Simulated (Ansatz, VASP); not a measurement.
**SnSe2: VASP beside Ansatz**

Aim: how closely do two programs agree when they are given the same cell, functional and k mesh? Of the first pair: The structure shown is the end of the Ansatz relaxation below.

Calculated with Ansatz 0.2.0; plane waves, with VASP 6.6.1 beside it; PBE with D3(BJ).

## 1. Starting point

The cell holds 6 atoms: 2 Sn and 4 Se. Its edges and angles: a = 3.831 Å, b = 3.831 Å, c = 46.000 Å, α = 90.0°, β = 90.0°, γ = 120.0°. Vacuum lies along c.

## 2. Ansatz: relaxation, PBE with D3(BJ)

Ansatz runs on its PAW soft_1 files.

This run makes the geometry at which the two programs are then compared.

Contents of input.yaml:

```yaml
crystal:
  lattice:
    - [3.87, 0.0, 0.0]
    - [-1.935, 3.3515183126, 0.0]
    - [0.0, 0.0, 46.0]
  atoms:
    - { symbol: Sn, position: [0.0, 0.0, 0.4319565218] }
    - { symbol: Se, position: [0.3333333333, 0.6666666667, 0.4663043478] }
    - { symbol: Se, position: [0.6666666667, 0.3333333333, 0.3976086956] }
    - { symbol: Sn, position: [0.3333333333, 0.6666666667, 0.5680434782] }
    - { symbol: Se, position: [0.6666666667, 0.3333333333, 0.6023913044] }
    - { symbol: Se, position: [0.0, 0.0, 0.5336956522] }
  periodic: [true, true, false]
kpoints:
  mp_grid: { grid: [6, 6, 1] }
hamiltonian:
  xc: pbe
  dispersion: d3bj
  pseudopotentials: { kind: paw, azcp: { folder: soft_1 } }
scf:
  occupations: { method: fermi_dirac, width: 0.02 }
relax:
  f_tol: 0.01
  max_steps: 100
  cell: {}
output:
  write_density: true
  write_potential: true
  elf: true
  volumetric_format: npy
```

On the command line:

```console
> ansatz run input.yaml --threads 4 --pin off --max-ram 17510MiB --backend cpu --events-out ev --progress --plain --runs-dir out
```

Numbers of over 12 decimals in the logs are rounded to 6 here.

Log:

```text
Engine: ansatz 0.2.0, x86_64-unknown-linux-gnu
Pseudopotentials: kind: paw
Pseudopotential: Sn, paw, valence charge 14, recommended cutoff 420 eV (normal), soft_1/Sn.paw.azcp
Pseudopotential: Se, paw, valence charge 16, recommended cutoff 420 eV (normal), soft_1/Se.paw.azcp
Functional definition: PBE
  parameter kappa = 0.804
  parameter beta = 0.066725
  exchange = pbe_x(kappa = kappa, mu = beta*pi^2/3)
  correlation = pbe_c(beta = beta)
Crystal: 6 atoms, lattice volume = 596.637 Å³
Basis set: ecut = 420 eV, 11769 PW (Γ), exchange–correlation on 54×54×640 points (8 copies of the dense FFT grid, shifted against one another)
Bands: 56, of which v1, the nominal top of the filled ones, is band 46 counted from 1 (45 counted from 0)
Symmetry: 12 space group operations
Space group: P-3m1 (ITA 164), of the structure as read, at distance tolerance 8.4e-5 Å
k-points: 7 of 36
Non-local potential: Sn, projectors of the file, l = 0: 2, l = 1: 2, l = 2: 2, l = 3: 1
Non-local potential: Se, projectors of the file, l = 0: 2, l = 1: 2, l = 2: 3, l = 3: 1
PAW form: soft (Blöchl's): semilocal exchange-correlation on the pseudo side does not see the compensation charge
PAW one-centre angular grid: Sn, 590 points (default); XC on 64 Gauss nodes
PAW one-centre angular grid: Se, 590 points (default); XC on 64 Gauss nodes
Initial density: superposition of atomic densities (neutral atoms: chi_scale 0, normalization atom)
Initial wavefunctions: pseudopotential atomic-orbital guess
Functional: x = pbe(κ = 0.804, μ = 0.219515), c = pbe(β = 0.066725)
iter 1 solved again at ethr=2.30e-3 eV; its pass at ethr=3.10e-3 eV (dr2=2.12e0 eV) is discarded
SCF iter   1: F=—  HF=-33929.236437 eV  |F-HF|=—  |Δ(HF+E_count)|=         —  Δρ=1.53e-2  dr2=2.12e0  ethr=2.30e-3  ⟨swp⟩=1.6  Hψ=2586  notcnv=0
preconditioner: auto → Resta (q_TF=auto, 1.998 Å⁻¹)  ε∞=1.5  [insulator: Δε(μ)=0.874 eV  Ē_g=15.567 eV  σ=0.020 eV  W_gap=1.00  n_scr=94 (ndim 8)  ℏωp=11.0 eV  f_vac=0.717  D(μ)=0.00/eV (n_scr^D=0)  ε∞_Penn≈1.5  vacuum switching on, ρ_ref=1.8e-2 e/Å³]
SCF iter   2: F=—  HF=-33928.699943 eV  |F-HF|=—  |Δ(HF+E_count)|=   5.36e-1  Δρ=6.67e-3  dr2=2.87e-1  ethr=2.30e-3  ⟨swp⟩=4.0  Hψ=750  notcnv=0
SCF iter   3: F=—  HF=-33928.668933 eV  |F-HF|=—  |Δ(HF+E_count)|=   3.10e-2  Δρ=3.41e-3  dr2=6.48e-2  ethr=3.12e-4  ⟨swp⟩=3.9  Hψ=725  notcnv=0  defer=25
SCF iter   4: F=—  HF=-33928.665213 eV  |F-HF|=—  |Δ(HF+E_count)|=   3.72e-3  Δρ=9.06e-4  dr2=5.10e-3  ethr=7.05e-5  ⟨swp⟩=3.4  Hψ=628  notcnv=0  defer=25
SCF iter   5: F=—  HF=-33928.667210 eV  |F-HF|=—  |Δ(HF+E_count)|=   2.00e-3  Δρ=4.75e-4  dr2=1.56e-2  ethr=5.55e-6  ⟨swp⟩=3.0  Hψ=698  notcnv=0  defer=25
SCF iter   6: F=—  HF=-33928.665684 eV  |F-HF|=—  |Δ(HF+E_count)|=   1.53e-3  Δρ=1.42e-4  dr2=4.49e-4  ethr=5.55e-6  ⟨swp⟩=2.6  Hψ=475  notcnv=0  defer=25
SCF iter   7: F=—  HF=-33928.665694 eV  |F-HF|=—  |Δ(HF+E_count)|=   1.08e-5  Δρ=4.42e-5  dr2=1.26e-5  ethr=4.88e-7  ⟨swp⟩=2.4  Hψ=491  notcnv=0  defer=25
SCF iter   8: F=—  HF=-33928.665727 eV  |F-HF|=—  |Δ(HF+E_count)|=   3.24e-5  Δρ=1.45e-5  dr2=8.75e-7  ethr=1.37e-8  ⟨swp⟩=3.1  Hψ=686  notcnv=0  defer=25
SCF iter   9: F=—  HF=-33928.665727 eV  |F-HF|=—  |Δ(HF+E_count)|=   5.70e-7  Δρ=5.54e-6  dr2=1.94e-7  ethr=9.52e-10  ⟨swp⟩=3.0  Hψ=693  notcnv=0  defer=25
SCF iter  10: F=-33928.665727 eV  HF=-33928.665727 eV  |F-HF|=1.00e-8  |Δ(HF+E_count)|=   8.75e-8  Δρ=1.62e-6  dr2=1.50e-8  ethr=1.09e-10  ⟨swp⟩=13.4  Hψ=3194  notcnv=0
SCF 1 converged in 10 iterations: F = -33928.665727 eV  dr2 = 1.50e-8
  greatest PAW one-centre occupation: 1.000 electrons in one spin orbital (limit 2), on the Se atom at site 5 (counted from 0), in its partial waves of l = 2
relax step   1: F+E_penalty+E_count = -33928.66572721 eV  Δ(F+E_penalty+E_count) = +0.000e0 eV  max|allowed force component| = 4.116e-2 eV/Å  Δτ_max = 0.0000 Å  P = -1.448 N/m  Ω = 596.637 Å³  fix = [c, alpha, beta]  reactions: c -0.000 N/m  (10 SCF iters, dr2 threshold 1.00e-7 eV, accepted)
[...]
relax step   4: F+E_penalty+E_count = -33928.67943912 eV  Δ(F+E_penalty+E_count) = -1.102e-4 eV  max|allowed force component| = 1.969e-4 eV/Å  Δτ_max = 0.0040 Å  P = +0.007 N/m  Ω = 584.733 Å³  energy of the carried Pulay correction = +2.022e-4 eV  fix = [c, alpha, beta]  reactions: c +0.000 N/m  (6 SCF iters, dr2 threshold 9.10e-9 eV, accepted)
[...]
relax step   5: F+E_penalty+E_count = -33928.67923535 eV  Δ(F+E_penalty+E_count) = +2.038e-4 eV  max|allowed force component| = 2.345e-4 eV/Å  Δτ_max = 0.0000 Å  P = +0.008 N/m  Ω = 584.733 Å³  fix = [c, alpha, beta]  reactions: c +0.000 N/m  stress off target by 7.88e-3 N/m on what of the cell is left free  SCF on the basis re-selected at this cell (its energy is not comparable with the rows above)  (7 SCF iters)
basis re-selected at this cell: Δ(F+E_penalty+E_count) = +2.038e-4 eV, ΔP = +0.000 N/m vs the last step (what re-selecting the basis moved, of the pressure what is left beyond the Pulay correction that the steps carried, after the strain that the cell walked since its last selection, with what the two solves' SCF thresholds leave and, on support functions, any second-order correction that the steps lacked; it is no m [...]
SCF converged after 7 iterations
Free energy (F): -33928.679235 eV
Harris-Foulkes:  -33928.679235 eV  (|F-HF|=2.62e-10)
Internal energy: -33928.679235 eV  (E = F + TS)
E sigma→0 (E₀):  -33928.679235 eV
Entropy (-TS):   -0.000001 eV (-0.000 meV/atom)
Fermi energy:    -5.696423 eV
--- Per-component energies (eV) ---
  E_band       = -2999.635698
  E_kinetic    = 779.063988
  E_local      = -469174.543667  (includes V_loc(G=0)·N_el)
  E_nonlocal   = -1127.308466
  E_hartree    = 234224.721804
  E_xc         = -590.474555
  E_vxc        = -520.082728  (∫ρ·V_xc dr)
  E_paw        = -17263.536327  (= ΣΔE_a)
  E_vpaw       = -1406.207086  (= ΣTr[D̂ρ^β])
  E_aug_tail   = -0.000946  (compensation charges beyond the density's cutoff)
  E_ewald      = 219225.198493
  E_disp       = -1.799559  (pairwise vdW)
  E_smearing   = -0.000001  (= −TS)
  E_closure    = 0.000000  (closes the sum)
  Σ components = -33928.679235   (vs F -33928.679235, Δ=0.00e0)
--- Forces (eV/Å), atoms counted from 1 ---
  atom   1  Sn     0.00000000    -0.00000000    -0.00007744
  atom   2  Se     0.00000000     0.00000000     0.00023449
  atom   3  Se    -0.00000000    -0.00000000    -0.00006832
  atom   4  Sn     0.00000000     0.00000000     0.00007744
  atom   5  Se    -0.00000000     0.00000000     0.00006832
  atom   6  Se     0.00000000    -0.00000000    -0.00023449
  max |Σ_I F_I| component: 1.73e-18 eV/Å
--- 2D stress c σ (N/m, compression-positive) ---
        0.007877      -0.000000      -0.000000
       -0.000000       0.007877      -0.000000
       -0.000000      -0.000000       0.000000
  P = ½ c Tr σ = 0.0079 N/m
--- Band table (eV; the first three rows and the last of 7) ---
  k-point 0: bands = [... 42 lower, -6.1145, -6.1145, -6.0353, -6.0353, -4.6528, -3.8417, -2.8680, -2.8419, ... 6 higher]
  k-point 1: bands = [... 42 lower, -7.0793, -6.3671, -6.0830, -5.9459, -3.7805, -3.7100, -2.2357, -1.8659, ... 6 higher]
  k-point 2: bands = [... 42 lower, -7.0457, -6.3735, -6.3203, -6.1272, -4.8708, -4.5304, -1.9719, -1.6465, ... 6 higher]
  k-point 6: bands = [... 42 lower, -7.0156, -6.9163, -6.9163, -6.7160, -4.1377, -4.1377, -1.2243, -0.7821, ... 6 higher]
  the weakly bound empty levels are not read free of the cell's end (no_gap_told)
--- Relaxed structure (4 steps of the walk, 3 accepted, 1 SCFs on fresh bases) ---
  F+E_penalty+E_count = -33928.67923535 eV   max|allowed force component| = 2.345e-4 eV/Å   (the final SCF, on the basis selected at the relaxed cell)
  cell:  # Å, volume = 584.7329 Å³
    - [3.831197, 0, 0]
    - [-1.915599, 3.317914, 0]
    - [0, 0, 46.0]
  atoms:
    - { symbol: Sn, position: [-1.8835886267153294e-19, 0, 0.432385] }
    - { symbol: Se, position: [0.333333, 0.666667, 0.467042] }
    - { symbol: Se, position: [0.666667, 0.333333, 0.397700] }
    - { symbol: Sn, position: [0.333333, 0.666667, 0.567615] }
    - { symbol: Se, position: [0.666667, 0.333333, 0.602300] }
    - { symbol: Se, position: [3.2466244166760237e-19, 0, 0.532958] }
```

In the SCF lines HF is the Harris–Foulkes energy and dr2 the Hartree energy of the density residual, in eV; the loop may stop once dr2 is under the threshold and the program's other checks hold. Hψ counts applications of the Hamiltonian.

## 3. VASP: single point, PBE with D3(BJ), relaxed cell, pair 1

The same cell, functional, mesh and smearing now go to VASP, with its own data sets.

Lines of VASP's logs that name or quote its potential files are left out, and so is its time.

Contents of INCAR:

```
SYSTEM = SnSe2
PREC = Accurate
ENCUT = 400
EDIFF = 1E-06
NELM = 120
ISMEAR = -1
SIGMA = 0.02
LREAL = .FALSE.
ALGO = Normal
GGA = PE
IVDW = 12
NBANDS = 32
LORBIT = 11
LWAVE = .FALSE.
LCHARG = .FALSE.
ISIF = 2
LDIPOL = .TRUE.
IDIPOL = 3
DIPOL = 0.5 0.5 0.5
LVHAR = .TRUE.
LASPH = .TRUE.
GGA_COMPAT = .FALSE.
EFERMI = MIDGAP
NELMDL = -8
KPAR = 2
```

Contents of POSCAR:

```
SnSe2
1.0
    3.8311973690      0.0000000000      0.0000000000
   -1.9155986845      3.3179142485      0.0000000000
    0.0000000000      0.0000000000     46.0000000000
Sn Se
2 4
Direct
    0.9999999999      1.0000000000      0.4323847253
    0.3333333333      0.6666666666      0.5676152747
    0.3333333333      0.6666666666      0.4670424155
    0.6666666666      0.3333333333      0.3977000676
    0.6666666666      0.3333333333      0.6022999324
    0.9999999999      1.0000000000      0.5329575845
```

Contents of KPOINTS:

```
Automatic mesh
0
Gamma
6 6 1
0 0 0
```

Potentials, in the order of the species: Sn_d and Se (PBE family, release 64).

On the command line:

```console
> mpirun -np 2 vasp_std
```

Log:

```text
[banner, memory and clock lines left out]
running    2 mpi-ranks, on    1 nodes
 distrk:  each k-point on    1 cores,    2 groups
 distr:  one band on    1 cores,    1 groups

 POSCAR found type information on POSCAR SnSe
 POSCAR found :  2 types and       6 ions
 LDA part: xc-table for (Slater+PW92), standard interpolation
 POSCAR, INCAR and KPOINTS ok, starting setup
 FFT: planning ... GRIDC
 FFT: planning ... GRID_SOFT
 FFT: planning ... GRID
 WAVECAR not read
 entering main loop
       N       E                     dE             d eps       ncg     rms          rms(c)
DAV:   1     0.368033627631E+03    0.36803E+03   -0.19348E+04   576   0.107E+03
DAV:   2     0.221301314838E+02   -0.34590E+03   -0.34116E+03   600   0.260E+02
DAV:   3    -0.224935153117E+02   -0.44624E+02   -0.44292E+02   536   0.112E+02
DAV:   4    -0.241348447916E+02   -0.16413E+01   -0.16352E+01   568   0.255E+01
DAV:   5    -0.241850428115E+02   -0.50198E-01   -0.50175E-01   584   0.424E+00
DAV:   6    -0.241869981745E+02   -0.19554E-02   -0.19548E-02   600   0.808E-01
DAV:   7    -0.241871018099E+02   -0.10364E-03   -0.10363E-03   656   0.174E-01
DAV:   8    -0.241871047430E+02   -0.29332E-05   -0.29333E-05   608   0.254E-02    0.687E+00
DAV:   9    -0.236749941132E+02    0.51211E+00   -0.10581E+00   600   0.927E+00    0.443E+00
DAV:  10    -0.236465065991E+02    0.28488E-01   -0.48851E-01   592   0.381E+00    0.678E-01
DAV:  11    -0.236373063197E+02    0.92003E-02   -0.52655E-02   608   0.209E+00    0.386E-01
DAV:  12    -0.236380767753E+02   -0.77046E-03   -0.53175E-03   568   0.367E-01    0.864E-02
DAV:  13    -0.236381127768E+02   -0.36002E-04   -0.40147E-04   640   0.191E-01    0.407E-02
DAV:  14    -0.236381637760E+02   -0.50999E-04   -0.13624E-04   528   0.600E-02    0.143E-02
[...]
DAV:  18    -0.236382986322E+02   -0.57909E-04   -0.41682E-06   432   0.622E-03    0.243E-03
DAV:  19    -0.236383370626E+02   -0.38430E-04   -0.28043E-06   416   0.403E-03    0.208E-03
DAV:  20    -0.236383568752E+02   -0.19813E-04   -0.64160E-07   392   0.287E-03    0.631E-04
DAV:  21    -0.236383704768E+02   -0.13602E-04   -0.33444E-07   384   0.166E-03    0.876E-04
DAV:  22    -0.236383738834E+02   -0.34066E-05   -0.37737E-08   360   0.843E-04    0.637E-04
DAV:  23    -0.236383777792E+02   -0.38958E-05   -0.50241E-08   352   0.101E-03    0.246E-04
DAV:  24    -0.236383794629E+02   -0.16837E-05   -0.40037E-08   360   0.678E-04    0.215E-04
DAV:  25    -0.236383803554E+02   -0.89255E-06   -0.10476E-08   336   0.364E-04
   1 F= -.25437971E+02 E0= -.25437970E+02  d E =-.704362E-06
```

From OUTCAR (step 3):

```text
ion  position               nearest neighbor table
   1  1.000  0.000  0.432-   3 2.73   3 2.73   3 2.73   4 2.73   4 2.73   4 2.73
   2  0.333  0.667  0.568-   6 2.73   6 2.73   6 2.73   5 2.73   5 2.73   5 2.73
   3  0.333  0.667  0.467-   1 2.73   1 2.73   1 2.73
   4  0.667  0.333  0.398-   1 2.73   1 2.73   1 2.73
   5  0.667  0.333  0.602-   2 2.73   2 2.73   2 2.73
   6  1.000  0.000  0.533-   2 2.73   2 2.73   2 2.73

  LATTYP: Found a hexagonal cell.
 ALAT       =     3.8311973690
 C/A-ratio  =    12.0066902249

 Subroutine GETGRP returns: Found 12 space group operations
 (whereof  6 operations were pure point group operations)

The static configuration has the point symmetry C_3v.
 The point group associated with its full space group is D_3d.

 Found      7 irreducible k-points:

   k-points           NKPTS =      7   k-points in BZ     NKDIM =      7   number of bands    NBANDS=     32

   dimension x,y,z NGX =    28 NGY =   28 NGZ =  300
   dimension x,y,z NGXF=    56 NGYF=   56 NGZF=  600

   ENCUT  =  400.0 eV  29.40 Ry    5.42 a.u.   6.25  6.25 75.01*2*pi/ulx,y,z

   NELECT =      52.0000    total number of electrons

 k-points in reciprocal lattice and weights: Automatic mesh
   0.00000000  0.00000000  0.00000000       0.028
   0.16666667  0.00000000  0.00000000       0.167
   0.33333333  0.00000000  0.00000000       0.167
   0.50000000  0.00000000  0.00000000       0.083
   0.16666667  0.16666667  0.00000000       0.167
   0.33333333  0.16666667  0.00000000       0.333
   0.33333333  0.33333333  0.00000000       0.056

 dipolmoment           0.000000      0.000000     -0.000000 electrons x Angstroem

 average (electrostatic) potential at core
       1-110.0912       2-110.0912       3 -60.7516       4 -60.7225       5 -60.7225
       6 -60.7516

 E-fermi :  -3.0382

 k-point     1 :       0.0000    0.0000    0.0000
  band No.  band energies     occupation
    ...
     22      -3.7671      2.00000
     23      -3.4555      2.00000
     24      -3.4555      2.00000
     25      -3.3765      2.00000
     26      -3.3765      2.00000
     27      -1.9972      0.00000
     28      -1.1856      0.00000
     29      -0.2144      0.00000
     30      -0.1903      0.00000
     31       1.2487      0.00000
    ...

 k-point     2 :       0.1667    0.0000    0.0000
  band No.  band energies     occupation
    ...
     22      -4.4801      2.00000
     23      -4.4227      2.00000
     24      -3.7066      2.00000
     25      -3.4236      2.00000
     26      -3.2867      1.99999
     27      -1.1225      0.00000
     28      -1.0518      0.00000
     29       0.4186      0.00000
     30       0.7880      0.00000
     31       1.5769      0.00000
    ...

 k-point     3 :       0.3333    0.0000    0.0000
  band No.  band energies     occupation
    ...
     22      -5.1974      2.00000
     23      -4.3850      2.00000
     24      -3.7125      2.00000
     25      -3.6608      2.00000
     26      -3.4679      2.00000
     27      -2.2131      0.00000
     28      -1.8732      0.00000
     29       0.6825      0.00000
     30       1.0069      0.00000
     31       2.1505      0.00000
    ...

 Edisp (eV)   -1.79959

  Total       0.03345     0.03345     0.04082    -0.00000     0.00000     0.00000
  in kB       0.09166     0.09166     0.11186    -0.00000     0.00000     0.00000
  external pressure =        0.10 kB  Pullay stress =        0.00 kB

  energy-cutoff  :      400.00
  volume of cell :      584.73
      direct lattice vectors                 reciprocal lattice vectors
     3.831197369  0.000000000  0.000000000     0.261015005  0.150697083  0.000000000
    -1.915598684  3.317914249  0.000000000     0.000000000  0.301394167  0.000000000
     0.000000000  0.000000000 46.000000000     0.000000000  0.000000000  0.021739130

 POSITION                                       TOTAL-FORCE (eV/Angst)
 -----------------------------------------------------------------------------------
      3.83120      0.00000     19.88970        -0.000000     -0.000000     -0.001847
     -0.00000      2.21194     26.11030        -0.000000      0.000000      0.001847
     -0.00000      2.21194     21.48395         0.000000      0.000000      0.015211
      1.91560      1.10597     18.29420         0.000000     -0.000000     -0.014705
      1.91560      1.10597     27.70580        -0.000000      0.000000      0.014705
      3.83120      0.00000     24.51605         0.000000      0.000000     -0.015211
 -----------------------------------------------------------------------------------
    total drift:                                0.000001      0.000000     -0.000013

  FREE ENERGIE OF THE ION-ELECTRON SYSTEM (eV)
  ---------------------------------------------------
  free  energy   TOTEN  =       -25.4379708428 eV

  energy  without entropy=      -25.4379701384  energy(sigma->0) =      -25.43797049

 vacuum level on the upper side and lower side of the slab         2.660         2.660

 total charge
# of ion       s       p       d       tot
------------------------------------------
    1        1.057   1.006  10.094  12.157
    2        1.057   1.006  10.094  12.157
    3        1.485   2.307   0.026   3.818
    4        1.483   2.309   0.025   3.816
    5        1.483   2.309   0.025   3.816
    6        1.485   2.307   0.026   3.818
--------------------------------------------------
tot          8.049  11.244  20.289  39.581

[... 3 further parts left out ...]
```

## 4. Comparison

Known differences besides the potentials themselves: Ansatz cuts the interaction across the vacuum, VASP repeats the sheet with a dipole correction (LDIPOL); the data sets hold 92 valence electrons in Ansatz (on its PAW soft_1 files) and 52 in VASP; the cutoff is 420 eV in Ansatz and 400 eV in VASP. Total energies have different zeros and are not compared.

Both answers:

| quantity | Ansatz | VASP | difference |
| --- | --- | --- | --- |
| gap on the k mesh (eV) | 0.485 | 0.483 | +0.002 |

The largest component of a force difference here is 15 meV/Å. A gap on the mesh is an upper bound, since the band edges may lie between its points. Where the cell holds vacuum, a pressure given here is an average over it and none of the material.

[end of part 1 of 2]

[Lines on the potential files, build, host, timing and source positions are cut from VASP's logs without a mark.]

[Logs are printed without paths, hosts, clocks, repeated set-up lines and the standing remarks that a program may print on its own settings, such as how far it seeks lower states.]

[Hosts, paths, dates, database ids (printed as entryN), source tags and the programs' standing remarks are cut or masked in the printed files.]
